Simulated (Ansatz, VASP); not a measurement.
## MoS2 in two plane-wave programs

Wanted: the spread between two codes on one cell, functional and k mesh. The cell is taken from a series of runs on this material, whose earlier steps may have relaxed, scaled, displaced or heated it; both programs get it as it stands.

Method: plane waves, with VASP 6.6.1 beside it; zone-centre phonons at PBE with D3(BJ), in Ansatz 0.2.0.

## Step 1: Set-up

The structure is hexagonal, space group P6_3/mmc (No. 194). The conventional cell has a = 3.157 Å, b = 3.157 Å, c = 12.269 Å, α = 90.00°, β = 90.00°, γ = 120.00°. S has 3 Mo at 2.40 Å nearest. Mo has 6 S at 2.40 Å nearest. Farther neighbours and most contacts between anions are not listed.

As a file:

```cif
data_structure
_symmetry_space_group_name_H-M 'P6_3/mmc'
_symmetry_Int_Tables_number 194
_cell_length_a 3.1574
_cell_length_b 3.1574
_cell_length_c 12.2690
_cell_angle_alpha 90.000
_cell_angle_beta 90.000
_cell_angle_gamma 120.000
_cell_volume 105.92
loop_
_atom_site_label
_atom_site_type_symbol
_atom_site_symmetry_multiplicity
_atom_site_Wyckoff_symbol
_atom_site_fract_x
_atom_site_fract_y
_atom_site_fract_z
_atom_site_occupancy
S1 S 4 f 0.33333 0.66667 0.62242 1
Mo1 Mo 2 c 0.33333 0.66667 0.25000 1
```

## Step 2: VASP: zone-centre phonons, PBE with D3(BJ)

Second derivatives magnify differences that forces hide, and they need a tight electronic threshold.

Lines of VASP's logs that name or quote its potential files are left out, and so is its time.

INCAR reads:

```
SYSTEM = MoS2
PREC = Accurate
ENCUT = 500
EDIFF = 1E-08
NELM = 120
ISMEAR = 0
SIGMA = 0.01
LREAL = .FALSE.
ALGO = Normal
GGA = PE
IVDW = 12
NBANDS = 32
LASPH = .TRUE.
LORBIT = 11
LWAVE = .FALSE.
LCHARG = .FALSE.
ISIF = 2
IBRION = 6
NFREE = 2
POTIM = 0.015
NSW = 1
GGA_COMPAT = .FALSE.
EFERMI = MIDGAP
KPAR = 2
```

POSCAR reads:

```
MoS2
1.0
    3.1573930912      0.0000000000      0.0000000000
   -1.5786965456      2.7343826267      0.0000000000
    0.0000000000      0.0000000000     12.2689626752
S Mo
4 2
Direct
    0.3333333333      0.6666666667      0.6224246797
    0.6666666667      0.3333333333      0.1224246797
    0.3333333333      0.6666666667      0.8775753203
    0.6666666667      0.3333333333      0.3775753203
    0.3333333333      0.6666666667      0.2500000000
    0.6666666667      0.3333333333      0.7500000000
```

KPOINTS reads:

```
Automatic mesh
0
Gamma
12 12 4
0 0 0
```

PAW data sets: S and Mo_sv (PBE family, release 64).

The run is started by

```console
$ mpirun -np 2 vasp_std
```

Numbers of over 12 decimals in the logs are rounded to 6 here.

Log:

```text
[banner, memory and clock lines left out]
running    2 mpi-ranks, on    1 nodes
 distrk:  each k-point on    1 cores,    2 groups
 distr:  one band on    1 cores,    1 groups

 POSCAR found type information on POSCAR S Mo
 POSCAR found :  2 types and       6 ions
 LDA part: xc-table for (Slater+PW92), standard interpolation
 POSCAR, INCAR and KPOINTS ok, starting setup
 FFT: planning ... GRIDC
 FFT: planning ... GRID_SOFT
 FFT: planning ... GRID
 WAVECAR not read
 entering main loop
       N       E                     dE             d eps       ncg     rms          rms(c)
DAV:   1     0.436062633017E+03    0.43606E+03   -0.29316E+04  4096   0.150E+03
DAV:   2    -0.227498495037E+02   -0.45881E+03   -0.44690E+03  4448   0.385E+02
DAV:   3    -0.460373722484E+02   -0.23288E+02   -0.23029E+02  4776   0.766E+01
DAV:   4    -0.464944118986E+02   -0.45704E+00   -0.45593E+00  4384   0.109E+01
DAV:   5    -0.465068178493E+02   -0.12406E-01   -0.12400E-01  4688   0.168E+00    0.344E+01
DAV:   6    -0.443621204500E+02    0.21447E+01   -0.19957E+01  3960   0.245E+01    0.132E+01
DAV:   7    -0.439389663389E+02    0.42315E+00   -0.89817E+00  4048   0.157E+01    0.821E+00
DAV:   8    -0.435892222156E+02    0.34974E+00   -0.14368E+00  4560   0.682E+00    0.299E+00
DAV:   9    -0.436020635088E+02   -0.12841E-01   -0.14210E-01  4824   0.185E+00    0.136E+00
DAV:  10    -0.435927117836E+02    0.93517E-02   -0.61825E-02  4392   0.143E+00    0.325E-01
DAV:  11    -0.435927652748E+02   -0.53491E-04   -0.24909E-03  4608   0.285E-01    0.194E-01
DAV:  12    -0.435926631697E+02    0.10211E-03   -0.50488E-04  4568   0.118E-01    0.794E-02
DAV:  13    -0.435926691333E+02   -0.59636E-05   -0.14578E-04  4840   0.628E-02    0.918E-03
DAV:  14    -0.435926717951E+02   -0.26618E-05   -0.10999E-05  4416   0.187E-02    0.149E-02
DAV:  15    -0.435926724297E+02   -0.63462E-06   -0.21204E-06  4456   0.798E-03    0.442E-03
DAV:  16    -0.435926722964E+02    0.13331E-06   -0.98611E-07  4560   0.562E-03    0.116E-03
DAV:  17    -0.435926723630E+02   -0.66569E-07   -0.52523E-08  3968   0.142E-03    0.917E-04
DAV:  18    -0.435926723368E+02    0.26126E-07   -0.31338E-09  2848   0.304E-04    0.625E-04
DAV:  19    -0.435926723236E+02    0.13179E-07   -0.21410E-09  2712   0.219E-04    0.169E-04
DAV:  20    -0.435926723222E+02    0.14743E-08   -0.41768E-10  2528   0.869E-05
   1 F= -.46164346E+02 E0= -.46164346E+02  d E =0.000000E+00
[... from here on, the cycles between the ionic steps are left out ...]
   2 F= -.46163253E+02 E0= -.46163253E+02  d E =0.000000E+00
   3 F= -.46163253E+02 E0= -.46163253E+02  d E =0.000000E+00
   4 F= -.46162593E+02 E0= -.46162593E+02  d E =0.000000E+00
   5 F= -.46162218E+02 E0= -.46162218E+02  d E =0.000000E+00
   6 F= -.46162073E+02 E0= -.46162073E+02  d E =0.000000E+00
   7 F= -.46162073E+02 E0= -.46162073E+02  d E =0.000000E+00
   8 F= -.46160946E+02 E0= -.46160946E+02  d E =0.000000E+00
 Finite differences progress:
  Degree of freedom:   4/  4
  Displacement:        1/  2
  Total:               7/  8
 bond charge predicted
       N       E                     dE             d eps       ncg     rms          rms(c)
DAV:   1    -0.435763274485E+02    0.12938E-01   -0.56934E+00  4416   0.159E+01    0.576E-01
DAV:   2    -0.435896724518E+02   -0.13345E-01   -0.14410E-01  5208   0.241E+00    0.164E-01
DAV:   3    -0.435892299237E+02    0.44253E-03   -0.22979E-03  5712   0.318E-01    0.929E-02
DAV:   4    -0.435892599516E+02   -0.30028E-04   -0.94545E-04  5416   0.157E-01    0.524E-02
DAV:   5    -0.435892620361E+02   -0.20845E-05   -0.60438E-05  5568   0.484E-02    0.433E-02
DAV:   6    -0.435892655183E+02   -0.34822E-05   -0.10937E-05  5592   0.222E-02    0.210E-02
DAV:   7    -0.435892652169E+02    0.30134E-06   -0.46246E-06  5616   0.124E-02    0.706E-03
DAV:   8    -0.435892650479E+02    0.16899E-06   -0.25799E-06  5432   0.883E-03    0.190E-03
DAV:   9    -0.435892650726E+02   -0.24653E-07   -0.13399E-07  5208   0.219E-03    0.144E-03
DAV:  10    -0.435892650787E+02   -0.61218E-08   -0.89976E-09  3408   0.522E-04
   9 F= -.46160946E+02 E0= -.46160946E+02  d E =0.000000E+00
 Finite differences progress:
  Degree of freedom:   4/  4
  Displacement:        2/  2
  Total:               8/  8
```

Parts of OUTCAR (step 2):

```text
ion  position               nearest neighbor table
   1  0.333  0.667  0.622-   6 2.40   6 2.40   6 2.40
   2  0.667  0.333  0.122-   5 2.40   5 2.40   5 2.40
   3  0.333  0.667  0.878-   6 2.40   6 2.40   6 2.40
   4  0.667  0.333  0.378-   5 2.40   5 2.40   5 2.40
   5  0.333  0.667  0.250-   2 2.40   4 2.40   2 2.40   4 2.40   2 2.40   4 2.40
   6  0.667  0.333  0.750-   1 2.40   3 2.40   1 2.40   3 2.40   1 2.40   3 2.40

  LATTYP: Found a hexagonal cell.
 ALAT       =     3.1573930912
 C/A-ratio  =     3.8857887887

 Subroutine GETGRP returns: Found 24 space group operations
 (whereof 12 operations were pure point group operations)

The static configuration has the point symmetry D_3d.
 The point group associated with its full space group is D_6h.

 Found     57 irreducible k-points:

   k-points           NKPTS =     57   k-points in BZ     NKDIM =     57   number of bands    NBANDS=     32

   dimension x,y,z NGX =    24 NGY =   24 NGZ =   90
   dimension x,y,z NGXF=    48 NGYF=   48 NGZF=  180

   ENCUT  =  500.0 eV  36.75 Ry    6.06 a.u.   5.76  5.76 22.37*2*pi/ulx,y,z

   NELECT =      52.0000    total number of electrons

 k-points in reciprocal lattice and weights: Automatic mesh
   0.00000000  0.00000000  0.00000000       0.002
   0.08333333 -0.00000000  0.00000000       0.010
   0.16666667 -0.00000000  0.00000000       0.010
   0.25000000  0.00000000  0.00000000       0.010
   0.33333333 -0.00000000  0.00000000       0.010
   0.41666667 -0.00000000  0.00000000       0.010
   0.50000000  0.00000000  0.00000000       0.005
   0.08333333  0.08333333  0.00000000       0.010
   0.16666667  0.08333333  0.00000000       0.021
[...]
0.33333333  0.25000000  0.50000000       0.021
   0.33333333  0.33333333  0.50000000       0.003

 Edisp (eV)   -2.57168

 average (electrostatic) potential at core
       1 -84.3317       2 -84.3341       3 -84.3295       4 -84.3277       5 -74.5939
       6 -74.5939

 E-fermi :   8.0784

 k-point     1 :       0.0000    0.0000    0.0000
  band No.  band energies     occupation
    ...
     22       5.5295      2.00000
     23       5.5295      2.00000
     24       6.4197      2.00000
     25       6.4966      2.00000
     26       7.6394      2.00000
     27       9.7640      0.00000
     28       9.7640      0.00000
     29       9.7951      0.00000
     30       9.7951      0.00000
     31       9.9370      0.00000
    ...

 k-point     2 :       0.0833   -0.0000    0.0000
  band No.  band energies     occupation
    ...
     22       5.3640      2.00000
     23       5.6017      2.00000
     24       6.4599      2.00000
     25       6.6107      2.00000
     26       7.4324      2.00000
[...]
-0.00000      1.82292     10.76694        -0.000000      0.000000     -0.013221
      1.57870      0.91146      4.63246        -0.000000      0.000000     -0.235241
     -0.00000      1.82292      3.05224         0.000000     -0.000000      0.453629
      1.57870      0.91146      9.20172        -0.000000     -0.000000     -0.002587
 -----------------------------------------------------------------------------------
    total drift:                                0.000000     -0.000000     -0.000311

  FREE ENERGIE OF THE ION-ELECTRON SYSTEM (eV)
  ---------------------------------------------------
  free  energy   TOTEN  =       -46.1609459443 eV

  energy  without entropy=      -46.1609459443  energy(sigma->0) =      -46.16094594

 Eigenvectors and eigenvalues of the dynamical matrix
 ----------------------------------------------------

   1 f  =   13.965189 THz    87.745872 2PiTHz  465.828570 cm-1    57.755356 meV
             X         Y         Z           dx          dy          dz
     -0.000000  1.822922  7.636505     0.000000   -0.000000   -0.390676
      1.578697  0.911461  1.502024     0.000000   -0.000000    0.390676
     -0.000000  1.822922 10.766939     0.000000   -0.000000   -0.390676
      1.578697  0.911461  4.632458     0.000000   -0.000000    0.390676
     -0.000000  1.822922  3.067241    -0.000000    0.000000   -0.441298
      1.578697  0.911461  9.201722    -0.000000    0.000000    0.441298

   2 f  =   13.827709 THz    86.882058 2PiTHz  461.242724 cm-1    57.186784 meV
             X         Y         Z           dx          dy          dz
     -0.000000  1.822922  7.636505     0.000000    0.000000    0.387112
      1.578697  0.911461  1.502024     0.000000    0.000000    0.387112
     -0.000000  1.822922 10.766939     0.000000    0.000000    0.387112
      1.578697  0.911461  4.632458     0.000000    0.000000    0.387112
     -0.000000  1.822922  3.067241    -0.000000   -0.000000   -0.447536
      1.578697  0.911461  9.201722    -0.000000   -0.000000   -0.447536

   3 f  =   12.176716 THz    76.508563 2PiTHz  406.171525 cm-1    50.358828 meV
             X         Y         Z           dx          dy          dz
     -0.000000  1.822922  7.636505     0.000000   -0.000000   -0.500000
      1.578697  0.911461  1.502024    -0.000000    0.000000   -0.500000
     -0.000000  1.822922 10.766939    -0.000000   -0.000000    0.500000
      1.578697  0.911461  4.632458    -0.000000    0.000000    0.500000
     -0.000000  1.822922  3.067241     0.000000   -0.000000   -0.000000
      1.578697  0.911461  9.201722    -0.000000    0.000000    0.000000

   4 f  =   11.967920 THz    75.196661 2PiTHz  399.206851 cm-1    49.495319 meV
             X         Y         Z           dx          dy          dz
     -0.000000  1.822922  7.636505     0.000000   -0.000000    0.500000
      1.578697  0.911461  1.502024     0.000000   -0.000000   -0.500000
     -0.000000  1.822922 10.766939    -0.000000   -0.000000   -0.500000
      1.578697  0.911461  4.632458     0.000000   -0.000000    0.500000
     -0.000000  1.822922  3.067241    -0.000000    0.000000    0.000000
      1.578697  0.911461  9.201722    -0.000000   -0.000000   -0.000000

   5 f  =   11.329808 THz    71.187284 2PiTHz  377.921721 cm-1    46.856301 meV
             X         Y         Z           dx          dy          dz
     -0.000000  1.822922  7.636505     0.387098    0.000005   -0.000000
      1.578697  0.911461  1.502024     0.387098    0.000005   -0.000000
     -0.000000  1.822922 10.766939     0.387098    0.000005    0.000000
      1.578697  0.911461  4.632458     0.387098    0.000005    0.000000
     -0.000000  1.822922  3.067241    -0.447561   -0.000005    0.000000
      1.578697  0.911461  9.201722    -0.447561   -0.000005    0.000000

   6 f  =   11.329808 THz    71.187284 2PiTHz  377.921721 cm-1    46.856301 meV
             X         Y         Z           dx          dy          dz
     -0.000000  1.822922  7.636505     0.000005   -0.387098   -0.000000
      1.578697  0.911461  1.502024     0.000005   -0.387098    0.000000
     -0.000000  1.822922 10.766939     0.000005   -0.387098    0.000000
      1.578697  0.911461  4.632458     0.000005   -0.387098   -0.000000
     -0.000000  1.822922  3.067241    -0.000005    0.447561    0.000000
      1.578697  0.911461  9.201722    -0.000005    0.447561   -0.000000

   7 f  =   11.325048 THz    71.157374 2PiTHz  377.762934 cm-1    46.836613 meV
             X         Y         Z           dx          dy          dz
     -0.000000  1.822922  7.636505     0.387932   -0.000007    0.000000
      1.578697  0.911461  1.502024    -0.387932    0.000007    0.000000
     -0.000000  1.822922 10.766939     0.387932   -0.000007   -0.000000
      1.578697  0.911461  4.632458    -0.387932    0.000007   -0.000000
     -0.000000  1.822922  3.067241     0.446114   -0.000008   -0.000000
      1.578697  0.911461  9.201722    -0.446114    0.000008   -0.000000

   8 f  =   11.325048 THz    71.157374 2PiTHz  377.762934 cm-1    46.836613 meV
             X         Y         Z           dx          dy          dz
     -0.000000  1.822922  7.636505    -0.000007   -0.387932    0.000000
      1.578697  0.911461  1.502024     0.000007    0.387932    0.000000
     -0.000000  1.822922 10.766939    -0.000007   -0.387932   -0.000000
      1.578697  0.911461  4.632458     0.000007    0.387932   -0.000000
     -0.000000  1.822922  3.067241    -0.000008   -0.446114    0.000000
      1.578697  0.911461  9.201722     0.000008    0.446114   -0.000000

   9 f  =    8.452641 THz    53.109507 2PiTHz  281.949741 cm-1    34.957297 meV
             X         Y         Z           dx          dy          dz
     -0.000000  1.822922  7.636505    -0.500000    0.000002   -0.000000
      1.578697  0.911461  1.502024    -0.500000    0.000002   -0.000000
     -0.000000  1.822922 10.766939     0.500000   -0.000002    0.000000
      1.578697  0.911461  4.632458     0.500000   -0.000002    0.000000
     -0.000000  1.822922  3.067241    -0.000000    0.000000   -0.000000
      1.578697  0.911461  9.201722     0.000000    0.000000    0.000000

  10 f  =    8.452641 THz    53.109507 2PiTHz  281.949741 cm-1    34.957297 meV
             X         Y         Z           dx          dy          dz
     -0.000000  1.822922  7.636505    -0.000002   -0.500000    0.000000
      1.578697  0.911461  1.502024    -0.000002   -0.500000   -0.000000
     -0.000000  1.822922 10.766939     0.000002    0.500000   -0.000000
      1.578697  0.911461  4.632458     0.000002    0.500000    0.000000
     -0.000000  1.822922  3.067241    -0.000000   -0.000000   -0.000000
      1.578697  0.911461  9.201722     0.000000    0.000000    0.000000

  11 f  =    8.378730 THz    52.645116 2PiTHz  279.484364 cm-1    34.651629 meV
             X         Y         Z           dx          dy          dz
     -0.000000  1.822922  7.636505     0.500000    0.000001   -0.000000
      1.578697  0.911461  1.502024    -0.500000   -0.000001    0.000000
     -0.000000  1.822922 10.766939    -0.500000   -0.000001    0.000000
      1.578697  0.911461  4.632458     0.500000    0.000001   -0.000000
     -0.000000  1.822922  3.067241    -0.000000    0.000000    0.000000
      1.578697  0.911461  9.201722    -0.000000   -0.000000    0.000000

  12 f  =    8.378730 THz    52.645116 2PiTHz  279.484364 cm-1    34.651629 meV
             X         Y         Z           dx          dy          dz
     -0.000000  1.822922  7.636505    -0.000001    0.500000    0.000000
      1.578697  0.911461  1.502024     0.000001   -0.500000   -0.000000
     -0.000000  1.822922 10.766939     0.000001   -0.500000   -0.000000
      1.578697  0.911461  4.632458    -0.000001    0.500000    0.000000
     -0.000000  1.822922  3.067241    -0.000000   -0.000000    0.000000
      1.578697  0.911461  9.201722     0.000000   -0.000000   -0.000000

  13 f  =    1.573271 THz     9.885151 2PiTHz   52.478660 cm-1     6.506522 meV
             X         Y         Z           dx          dy          dz
     -0.000000  1.822922  7.636505    -0.000000    0.000000   -0.312045
      1.578697  0.911461  1.502024     0.000000   -0.000000    0.312045
     -0.000000  1.822922 10.766939    -0.000000    0.000000   -0.312045
      1.578697  0.911461  4.632458     0.000000   -0.000000    0.312045
     -0.000000  1.822922  3.067241     0.000000   -0.000000    0.552500
      1.578697  0.911461  9.201722    -0.000000    0.000000   -0.552500
    [... 42 further lines ...]
      1.578697  0.911461  4.632458    -0.000000   -0.000000   -0.316456
     -0.000000  1.822922  3.067241    -0.000000   -0.000000   -0.547459
      1.578697  0.911461  9.201722    -0.000000   -0.000000   -0.547459

 ELASTIC MODULI CONTR FROM IONIC RELAXATION (kBar)
 Direction    XX          YY          ZZ          XY          YZ          ZX
 --------------------------------------------------------------------------------
 XX        -372.6399   -242.9285   -871.3636     -0.0000     -0.0000      0.0000
 YY        -242.9285   -372.6399   -871.3636      0.0000     -0.0000      0.0000
 ZZ        -871.3636   -871.3636  -2466.9055     -0.0000     -0.0000      0.0000
 XY          -0.0000      0.0000     -0.0000    -64.8557      0.0000     -0.0000
 YZ          -0.0000     -0.0000     -0.0000      0.0000  -1265.3394      0.0000
 ZX           0.0000      0.0000      0.0000     -0.0000      0.0000  -1265.3386
 --------------------------------------------------------------------------------

 total charge
# of ion       s       p       d       tot
------------------------------------------
    1        1.365   2.342   0.000   3.707
    2        1.365   2.342   0.000   3.707
    3        1.365   2.342   0.000   3.707
    4        1.365   2.342   0.000   3.707
    5        2.293   6.223   3.956  12.472
    6        2.293   6.223   3.956  12.472
--------------------------------------------------
tot         10.046  21.812   7.913  39.770
```

CONTCAR:

```
MoS2
   1.00000000000000
     3.1573930911999999    0.0000000000000000    0.0000000000000000
    -1.5786965455999999    2.7343826267000000    0.0000000000000000
     0.0000000000000000    0.0000000000000000   12.2689626751999992
  S               Mo
     4     2
Direct
     0.3333333332999970    0.6666666667000030    0.6224246797000035
     0.6666666667000030    0.3333333332999970    0.1224246797000035
     0.3333333332999970    0.6666666667000030    0.8775753202999965
     0.6666666667000030    0.3333333332999970    0.3775753202999965
     0.3333333332999970    0.6666666667000029    0.2487774027522049
     0.6666666667000030    0.3333333332999970    0.7500000000000000
```

Levels, forces or a CONTCAR printed for this step are those of its last displaced cell, not of the structure at rest.

(Continued in part 2 of 2.)

[Lines on the potential files, build, host, timing and source positions are cut from VASP's logs without a mark.]

[Logs are printed without paths, hosts, clocks, repeated set-up lines and the standing remarks that a program may print on its own settings, such as how far it seeks lower states.]

[Hosts, paths, dates, database ids (printed as entryN), source tags and the programs' standing remarks are cut or masked in the printed files.]
